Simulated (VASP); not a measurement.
# Lattice of Tl across functionals and dispersion corrections, part 2 of 2

Which functional gives the lattice of Tl as experiment finds it, and is a dearer one worth its cost? LASPH is on for some levels and off for others; the table marks which. The start is a cell from a database of measured crystal structures.

VASP 6.6.1, plane waves and PAW; the level of theory is named at each step.

Still holding for the runs below: The k-mesh is coarse for a metal.

So far. Step 2 (Relaxation with PBE): It ends with forces that vanish by symmetry and a pressure of -0.01 GPa. The volume lies +9.1 % from that of the database's start. The conventional cell has a = 3.536 and c = 5.799 Å.

## (3) Relaxation with LDA

This step: LDA; plane waves and PAW (Tl_d) (VASP 6.6.1).

LDA, the lowest rung, knows the local density alone.

Input file INCAR:

```
SYSTEM = Tl
PREC = Accurate
ENCUT = 520
EDIFF = 1E-06
NELM = 100
ISMEAR = -1
SIGMA = 0.05
LREAL = .FALSE.
ALGO = Normal
GGA = CA
NBANDS = 19
LORBIT = 11
LWAVE = .FALSE.
LCHARG = .FALSE.
KPAR = 2
IBRION = 2
NSW = 60
ISIF = 3
EDIFFG = -0.01
```

Input file POSCAR:

```
Tl
1.0
    3.4630000000      0.0000000000      0.0000000000
   -1.7315000000      2.9990459733      0.0000000000
    0.0000000000      0.0000000000      5.5390000000
Tl
2
Direct
    0.3333333333      0.6666666667      0.2500000000
    0.6666666667      0.3333333333      0.7500000000
```

Input file KPOINTS:

```
Automatic mesh
0
Gamma
7 7 4
0 0 0
```

Potentials, in the order of the species: Tl_d (PBE family, release 64).

On the command line:

```console
> mpirun -np 2 vasp_std
```

What it wrote:

```text
[banner, memory and clock lines left out]
running    2 mpi-ranks, on    1 nodes
 distrk:  each k-point on    1 cores,    2 groups
 distr:  one band on    1 cores,    1 groups

 POSCAR found type information on POSCAR Tl
 POSCAR found :  1 types and       2 ions
|                                                                             |
|               ----> ADVICE to this user running VASP <----                  |
|                                                                             |
|     You enforced a specific xc type in the INCAR file but a different       |
|     [... a line on the potential file left out ...]
|     I HOPE YOU KNOW WHAT YOU ARE DOING!                                     |
|                                                                             |

 LDA part: xc-table for (Slater(with rela. corr.)+CA(PZ))
 , standard interpolation
 POSCAR, INCAR and KPOINTS ok, starting setup
 FFT: planning ... GRIDC
 FFT: planning ... GRID_SOFT
 FFT: planning ... GRID
 WAVECAR not read
 entering main loop
       N       E                     dE             d eps       ncg     rms          rms(c)
DAV:   1     0.128272217546E+03    0.12827E+03   -0.14107E+04   912   0.129E+03
DAV:   2    -0.338293880721E+01   -0.13166E+03   -0.12941E+03   975   0.281E+02
DAV:   3    -0.597578195856E+01   -0.25928E+01   -0.25752E+01  1062   0.344E+01
DAV:   4    -0.599273858797E+01   -0.16957E-01   -0.16955E-01   993   0.290E+00
DAV:   5    -0.599296011941E+01   -0.22153E-03   -0.22153E-03   995   0.330E-01    0.286E+00
DAV:   6    -0.587063543108E+01    0.12232E+00   -0.24285E-01   948   0.393E+00    0.191E+00
DAV:   7    -0.585353631923E+01    0.17099E-01   -0.58399E-02   966   0.190E+00    0.100E+00
DAV:   8    -0.585219883541E+01    0.13375E-02   -0.14870E-03   948   0.322E-01    0.903E-02
DAV:   9    -0.585219460278E+01    0.42326E-05   -0.41697E-05  1001   0.545E-02    0.118E-02
DAV:  10    -0.585219363451E+01    0.96827E-06   -0.24000E-06   748   0.142E-02
   1 F= -.58521936E+01 E0= -.58446139E+01  d E =-.585219E+01
 curvature:   0.00 expect dE= 0.000E+00 dE for cont linesearch  0.000E+00
 trial: gam= 0.00000 g(F)=  0.432E-46 g(S)=  0.348E-01 ort = 0.000E+00 (trialstep = 0.100E+01)
 search vector abs. value=  0.348E-01
 bond charge predicted
       N       E                     dE             d eps       ncg     rms          rms(c)
DAV:   1    -0.662718498109E+01   -0.77499E+00   -0.13122E+01   939   0.299E+01    0.469E+00
DAV:   2    -0.595371201390E+01    0.67347E+00   -0.14640E+00   927   0.104E+01    0.152E+00
DAV:   3    -0.587517266518E+01    0.78539E-01   -0.27796E-01   960   0.448E+00    0.101E+00
DAV:   4    -0.587230393467E+01    0.28687E-02   -0.15171E-02   941   0.760E-01    0.987E-02
DAV:   5    -0.587205489109E+01    0.24904E-03   -0.17170E-03   983   0.346E-01    0.882E-02
DAV:   6    -0.587207956805E+01   -0.24677E-04   -0.39842E-05   944   0.411E-02    0.130E-02
DAV:   7    -0.587207912947E+01    0.43858E-06   -0.53850E-06  1000   0.185E-02
   2 F= -.58720791E+01 E0= -.58653049E+01  d E =-.198855E-01
[...]
3 F= -.58723176E+01 E0= -.58656530E+01  d E =-.201240E-01
[...]
4 F= -.58723198E+01 E0= -.58656357E+01  d E =-.201261E-01
[...]
5 F= -.58748494E+01 E0= -.58690330E+01  d E =-.252961E-02
[...]
6 F= -.58755385E+01 E0= -.58703384E+01  d E =-.321875E-02
[...]
7 F= -.58755155E+01 E0= -.58702796E+01  d E =-.319567E-02
 curvature:  -0.86 expect dE=-0.106E-03 dE for cont linesearch -0.938E-07
 trial: gam=-0.00448 g(F)=  0.734E-49 g(S)=  0.123E-03 ort =-0.196E-04 (trialstep = 0.118E+01)
 search vector abs. value=  0.123E-03
 bond charge predicted
       N       E                     dE             d eps       ncg     rms          rms(c)
DAV:   1    -0.587934136546E+01   -0.38261E-02   -0.65640E-02   921   0.219E+00    0.341E-01
DAV:   2    -0.587601111497E+01    0.33303E-02   -0.67451E-03   915   0.672E-01    0.114E-01
DAV:   3    -0.587558579919E+01    0.42532E-03   -0.14237E-03   941   0.317E-01    0.821E-02
DAV:   4    -0.587557206177E+01    0.13737E-04   -0.67068E-05   932   0.484E-02    0.925E-03
DAV:   5    -0.587556919915E+01    0.28626E-05   -0.20496E-05   933   0.374E-02    0.526E-03
DAV:   6    -0.587556897763E+01    0.22153E-06   -0.75889E-07   474   0.723E-03
   8 F= -.58755690E+01 E0= -.58703062E+01  d E =-.535249E-04
 trial-energy change:   -0.000054  1 .order   -0.000051   -0.000145    0.000043
 step:   0.9119(harm=  0.9119)  dis= 0.00000  next Energy=    -5.875572 (dE=-0.560E-04)
 reached required accuracy - stopping structural energy minimisation
```

It took 46 s on 2 MPI ranks of AMD EPYC 7R43, shared host; peak memory 0.3 GiB; 88 s of CPU time.

From OUTCAR (step 3):

```text
 Found     24 irreducible k-points:

   NELECT =      26.0000    total number of electrons

 E-fermi :   6.7472

 k-point     1 :       0.0000    0.0000    0.0000
  band No.  band energies     occupation
    ...
      9      -4.2973      2.00000
     10      -4.2973      2.00000
     11      -3.6929      2.00000
     12       1.2826      2.00000
     13       3.5381      2.00000
     14      15.3379      0.00000
     15      15.3379      0.00000
     16      17.1472      0.00000
     17      17.3750      0.00000
     18      17.4552      0.00000
    ...

 k-point     2 :       0.1429    0.0000    0.0000
  band No.  band energies     occupation
    ...
      9      -4.3936      2.00000
     10      -4.2835      2.00000
     11      -3.2721      2.00000
     12       1.5440      2.00000
     13       4.0750      2.00000
     14      11.9752      0.00000
     15      13.8755      0.00000
     16      15.2508      0.00000
     17      16.9725      0.00000
     18      17.2523      0.00000
    ...

  Total       -0.0139677     -0.0139677     -0.0084015      0.0000000     -0.0000000      0.0000000
  in kB       -0.4096315     -0.4096315     -0.2463909      0.0000000     -0.0000000      0.0000000
  external PRESSURE =      -0.3552180 kB  Pullay stress =       0.0000000 kB

  energy-cutoff  :      520.00
  volume of cell :       54.63
      direct lattice vectors                 reciprocal lattice vectors
     3.368870448  0.000000000 -0.000000000     0.296835398  0.171377997  0.000000000
    -1.684435224  2.917527390  0.000000000    -0.000000000  0.342755994  0.000000000
    -0.000000000 -0.000000000  5.558314169     0.000000000 -0.000000000  0.179910665

 POSITION                                       TOTAL-FORCE (eV/Angst)
 -----------------------------------------------------------------------------------
     -0.00000      1.94502      1.38958         0.000000     -0.000000      0.000000
      1.68444      0.97251      4.16874        -0.000000      0.000000      0.000000
 -----------------------------------------------------------------------------------
    total drift:                               -0.000000      0.000000      0.000000

  FREE ENERGIE OF THE ION-ELECTRON SYSTEM (eV)
  ---------------------------------------------------
  free  energy   TOTEN  =        -5.8755689776 eV

  energy  without entropy=       -5.8650435132  energy(sigma->0) =       -5.87030625

 total charge
# of ion       s       p       d       tot
------------------------------------------
    1        1.173   0.414   9.640  11.228
    2        1.173   0.414   9.640  11.228
--------------------------------------------------
tot          2.347   0.828  19.280  22.455

[... 9 parts as in an earlier step ...]

[... 5 further parts left out ...]
```

CONTCAR:

```
Tl
   1.00000000000000
     3.3688704480632401    0.0000000000000000   -0.0000000000000000
    -1.6844352240316200    2.9175273900763661    0.0000000000000000
    -0.0000000000000000   -0.0000000000000000    5.5583141690188578
  Tl
     2
Direct
     0.3333333332999970    0.6666666667000030    0.2500000000000000
     0.6666666667000030    0.3333333332999970    0.7500000000000000
```

The PAW data sets were made with PBE, though LDA sets exist; this is a small mismatch.

Relaxation path:

```tsv
step	energy less that of the first step (eV)	largest force (eV/Å)	pressure (GPa)	volume (Å³)
1	0.0000	0.0000	-1.86	57.53
2	-0.0199	0.0000	-0.09	54.79
3	-0.0201	0.0000	0.22	54.43
4	-0.0201	0.0000	0.14	54.49
5	-0.0227	0.0000	0.12	54.46
6	-0.0233	0.0000	0.12	54.44
7	-0.0233	0.0000	0.12	54.44
8	-0.0234	0.0000	-0.04	54.63
```

```tsv
conventional cell, symmetrised	before	after	change
a (Å)	3.463	3.369	-2.7 %
b (Å)	3.463	3.369	-2.7 %
c (Å)	5.539	5.558	+0.3 %
volume (Å³/atom)	28.76	27.32	-5.0 %
```

The relaxed structure:

```cif
data_structure
_symmetry_space_group_name_H-M 'P 1'
_symmetry_Int_Tables_number 1
_cell_length_a 3.3689
_cell_length_b 3.3689
_cell_length_c 5.5583
_cell_angle_alpha 90.000
_cell_angle_beta 90.000
_cell_angle_gamma 120.000
_cell_volume 54.63
loop_
_atom_site_label
_atom_site_type_symbol
_atom_site_fract_x
_atom_site_fract_y
_atom_site_fract_z
_atom_site_occupancy
Tl1 Tl 0.33333 0.66667 0.25000 1
Tl2 Tl 0.66667 0.33333 0.75000 1
```

This step gave:

```
free energy (TOTEN)             : -5.876 eV
energy at zero smearing         : -5.870 eV
Fermi energy                    : 6.747 eV
pressure                        : -0.03552 GPa
SCF cycles over all ionic steps : 52
```

It ends at 27.32 Å³/atom, -5.0 % from the start, with -0.04 GPa left. The conventional cell has a = 3.369 and c = 5.558 Å.

## (4) Relaxation with r2SCAN

This step: r2SCAN; plane waves and PAW (Tl_d) (VASP 6.6.1).

r2SCAN adds the kinetic-energy density, costs more than a GGA and is run with LASPH.

INCAR: that of step 3 with these lines changed.

```diff
@@ -9,3 +9,4 @@
 ALGO = Normal
-GGA = CA
+METAGGA = R2SCAN
+LASPH = .TRUE.
 NBANDS = 19
```

POSCAR is that of step 3.

KPOINTS is that of step 3.

On the command line:

```console
> mpirun -np 2 vasp_std
```

What it wrote:

```text
[banner, memory and clock lines left out]
running    2 mpi-ranks, on    1 nodes
[...]
[... a notice as in an earlier step ...]

 LDA part: xc-table for (None), standard interpolation
 POSCAR, INCAR and KPOINTS ok, starting setup
[...]
entering main loop
       N       E                     dE             d eps       ncg     rms          rms(c)
DAV:   1     0.239256368510E+02    0.23926E+02   -0.14528E+04   912   0.133E+03
DAV:   2    -0.111095510257E+03   -0.13502E+03   -0.13274E+03   978   0.288E+02
DAV:   3    -0.113819285650E+03   -0.27238E+01   -0.27047E+01  1056   0.357E+01
DAV:   4    -0.113840219941E+03   -0.20934E-01   -0.20932E-01   993   0.318E+00
[...]
DAV:  11    -0.106272620718E+03    0.11253E-04   -0.31498E-05   978   0.366E-02    0.438E-02
DAV:  12    -0.106272597876E+03    0.22842E-04   -0.12394E-04   941   0.895E-02    0.649E-03
DAV:  13    -0.106272598438E+03   -0.56226E-06   -0.19318E-06   803   0.102E-02
   1 F= -.10627260E+03 E0= -.10626523E+03  d E =-.106273E+03
[... from here on, the cycles between the ionic steps are left out ...]
   2 F= -.10628875E+03 E0= -.10628201E+03  d E =-.161475E-01
   3 F= -.10628900E+03 E0= -.10628231E+03  d E =-.163980E-01
   4 F= -.10628901E+03 E0= -.10628232E+03  d E =-.164069E-01
   5 F= -.10629009E+03 E0= -.10628396E+03  d E =-.108866E-02
   6 F= -.10629085E+03 E0= -.10628557E+03  d E =-.184907E-02
[...]
reached required accuracy - stopping structural energy minimisation
```

It took 3.9 min on 2 MPI ranks; peak memory 0.35 GiB; 7.8 min of CPU time.

From OUTCAR (step 4):

```text
  Total       -0.0114588     -0.0114588     -0.0013079     -0.0000000     -0.0000000     -0.0000000
  in kB       -0.3048964     -0.3048964     -0.0347996     -0.0000000     -0.0000000     -0.0000000
  external PRESSURE =      -0.2148641 kB  Pullay stress =       0.0000000 kB

 POSITION                                       TOTAL-FORCE (eV/Angst)
 -----------------------------------------------------------------------------------
     -0.00000      2.00940      1.43499        -0.000000      0.000000      0.000000
      1.74020      1.00470      4.30498         0.000000     -0.000000     -0.000000
 -----------------------------------------------------------------------------------
    total drift:                               -0.000000      0.000000      0.000000

  FREE ENERGIE OF THE ION-ELECTRON SYSTEM (eV)
  ---------------------------------------------------
  free  energy   TOTEN  =      -106.2908544308 eV

  energy  without entropy=     -106.2802953693  energy(sigma->0) =     -106.28557490

[... 2 parts as in an earlier step ...]

[... 2 further parts left out ...]
[key lines of the parts left out:]
E-fermi :   6.0681
```

The PAW data sets were made with PBE, which is usual practice but a small mismatch for other functionals.

Relaxation path:

```tsv
step	energy less that of the first step (eV)	largest force (eV/Å)	pressure (GPa)	volume (Å³)
1	0.0000	0.0000	1.67	57.53
2	-0.0161	0.0000	0.11	60.05
3	-0.0164	0.0000	-0.15	60.51
4	-0.0164	0.0000	-0.12	60.44
5	-0.0175	0.0000	-0.09	60.36
6	-0.0183	0.0000	-0.02	60.21
```

```tsv
conventional cell, symmetrised	before	after	change
a (Å)	3.463	3.480	+0.5 %
b (Å)	3.463	3.480	+0.5 %
c (Å)	5.539	5.740	+3.6 %
volume (Å³/atom)	28.76	30.11	+4.7 %
```

The relaxed structure:

```xyz
2
Lattice="3.4804 0.0000 0.0000 -1.7402 3.0141 0.0000 0.0000 0.0000 5.7400" Properties=species:S:1:pos:R:3 pbc="T T T"
Tl    0.0000    2.0094    1.4350
Tl    1.7402    1.0047    4.3050
```

It ends at 30.11 Å³/atom, +4.7 % from the start, with -0.02 GPa left. The conventional cell has a = 3.480 and c = 5.740 Å.

## (5) Relaxation with PBE + D3(BJ)

This step: PBE with D3(BJ); plane waves and PAW (Tl_d) (VASP 6.6.1).

A dispersion term adds the long-range attraction that semilocal functionals lack. D3 with Becke-Johnson damping keeps a finite attraction at short range.

INCAR: that of step 4 with these lines changed.

```diff
@@ -9,4 +9,4 @@
 ALGO = Normal
-METAGGA = R2SCAN
-LASPH = .TRUE.
+GGA = PE
+IVDW = 12
 NBANDS = 19
```

POSCAR is that of step 4.

KPOINTS is that of step 4.

On the command line:

```console
> mpirun -np 2 vasp_std
```

What it wrote:

```text
[... set-up lines as in an earlier step ...]
 entering main loop
       N       E                     dE             d eps       ncg     rms          rms(c)
[... 11 cycles as in an earlier step ...]
   1 F= -.50254651E+01 E0= -.50179256E+01  d E =-.502547E+01
[...]
2 F= -.50328450E+01 E0= -.50259396E+01  d E =-.737985E-02
[...]
3 F= -.50332154E+01 E0= -.50264221E+01  d E =-.775027E-02
[...]
4 F= -.50341526E+01 E0= -.50277652E+01  d E =-.937185E-03
[...]
5 F= -.50345249E+01 E0= -.50284948E+01  d E =-.130946E-02
[...]
reached required accuracy - stopping structural energy minimisation
```

Wall time 39 s (2 MPI ranks); peak memory 0.35 GiB; 76 s of CPU time.

From OUTCAR (step 5):

```text
 Edisp (eV)   -0.66100

 Edisp (eV)   -0.66251

  Total      -0.01536    -0.01536     0.01264     0.00000     0.00000     0.00000
  in kB      -0.41648    -0.41648     0.34254     0.00000     0.00000     0.00000
  external pressure =       -0.16 kB  Pullay stress =        0.00 kB

 POSITION                                       TOTAL-FORCE (eV/Angst)
 -----------------------------------------------------------------------------------
     -0.00000      1.99985      1.42198         0.000000      0.000000     -0.000000
      1.73192      0.99992      4.26593        -0.000000     -0.000000      0.000000
 -----------------------------------------------------------------------------------
    total drift:                               -0.000000      0.000000      0.000000

  FREE ENERGIE OF THE ION-ELECTRON SYSTEM (eV)
  ---------------------------------------------------
  free  energy   TOTEN  =        -5.0345248531 eV

  energy  without entropy=       -5.0224647614  energy(sigma->0) =       -5.02849481

[... 2 parts as in an earlier step ...]

[... 2 further parts left out ...]
[key lines of the parts left out:]
E-fermi :   6.2759
```

Dispersion corrections of this kind ignore metallic screening and tend to overbind metals.

The steps of the relaxation:

```tsv
step	energy less that of the first step (eV)	largest force (eV/Å)	pressure (GPa)	volume (Å³)
1	0.0000	0.0000	0.98	57.53
2	-0.0074	0.0000	0.05	59.00
3	-0.0078	0.0000	-0.16	59.38
4	-0.0087	0.0000	-0.07	59.23
5	-0.0091	0.0000	-0.02	59.10
```

```tsv
conventional cell, symmetrised	before	after	change
a (Å)	3.463	3.464	+0.0 %
b (Å)	3.463	3.464	+0.0 %
c (Å)	5.539	5.688	+2.7 %
volume (Å³/atom)	28.76	29.55	+2.7 %
```

Final coordinates:

```xyz
2
Lattice="3.4638 0.0000 0.0000 -1.7319 2.9998 0.0000 0.0000 0.0000 5.6879" Properties=species:S:1:pos:R:3 pbc="T T T"
Tl    0.0000    1.9998    1.4220
Tl    1.7319    0.9999    4.2659
```

It ends at 29.55 Å³/atom, +2.7 % from the start, with -0.02 GPa left. The conventional cell has a = 3.464 and c = 5.688 Å. Against plain PBE, the dispersion term moves a by -2.0 % and c by -1.9 %.

## (6) The cells as a table

This step: relaxed cells at several levels; plane waves and PAW (VASP 6.6.1).

This step runs nothing: it gathers the runs above.

Lengths are those of the conventional cell; cost is the wall time of each run, as given at its step, times its ranks, without the set-up around it; LASPH differs between rows, which moves results and costs too. Results by level, by row:

```tsv
level	volume (Å³/atom)	change from the start (%)	a (Å)	c (Å)	cost (core minutes)	LASPH
PBE	31.39	9.1	3.536	5.799	1.53	off
LDA	27.32	-5	3.369	5.558	1.53	off
r2SCAN	30.11	4.7	3.48	5.74	7.87	on
PBE + D3(BJ)	29.55	2.7	3.464	5.688	1.3	off
```

## (7) Summary of results

```yaml
volume_pbe: 31.39 Å³/atom
volume_lda: 27.32 Å³/atom
volume_r2scan: 30.11 Å³/atom
volume_pbe_d3_bj: 29.55 Å³/atom
```

In words: For Tl the levels give volumes between 27.32 Å³/atom (LDA) and 31.39 Å³/atom (PBE), a spread of 14.9 %, while the cost of the finished runs spans a factor of 6.1. Against the volume of the start, a cell from experiment, PBE + D3(BJ) comes nearest (+2.7 %) and PBE lies farthest (+9.1 %); thermal expansion is in that cell alone. The costs hold the number of ionic steps as well as the price of the functional. Against the listed lengths the levels give a from -2.7 % to +2.1 % and c from +0.3 % to +4.7 %. Adding D3(BJ) to PBE changes the volume by -5.9 % (a by -2.0 % and c by -1.9 %). Pairwise corrections of the D and TS kind ignore the screening in a metal, so they may overbind here. Within 0.02 Å all end in space group P6_3/mmc; the runs can't lower the symmetry of the start. The k-sampling is coarse for a metal, so the Fermi level, pressures and the shape of the cell carry errors. Spin-orbit coupling is left out. LASPH is on for some levels and off for others, so differences between them are not the functional's alone. Each is a single relaxation on the plane waves of the start cell, so larger changes of volume carry a basis-set error that was not tested here. Zero-point and thermal expansion are not included.

[Lines on the potential files, build, host, timing and source positions are cut from VASP's logs without a mark.]

[Logs are printed without paths, hosts, clocks, repeated set-up lines and the standing remarks that a program may print on its own settings, such as how far it seeks lower states.]

[Hosts, paths, dates, database ids (printed as entryN), source tags and the programs' standing remarks are cut or masked in the printed files.]

[A measured line is paired with the nearest computed mode of its activity, which favours agreement.]
